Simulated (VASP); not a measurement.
Given:

```
Te
1.0
    2.23717    -3.87488     0.00000
    2.23717     3.87488     0.00000
    0.00000     0.00000     6.02760
Te
3
Direct
  0.00000   0.26452   0.66667
  0.73548   0.73548   0.00000
  0.26452   0.00000   0.33333
```

These are TPSS meta-GGA, VASP's PBE PAW potentials (set 64) (plane waves; VASP) values and carry that method's errors. Settings: 520 eV cut-off, 5×5×4 Γ-centred mesh, Gaussian smearing of 0.050 eV, potentials Te.

**Question.** Estimate the energy per atom (σ→0).

**Answer.** 
The energy per atom (σ→0) is -11.086 eV/atom.

Total energies compare only between runs with the same potentials, cut-off and functional.

The compound is Te in the trig structure. It was relaxed first. The start is the result of an earlier pass.
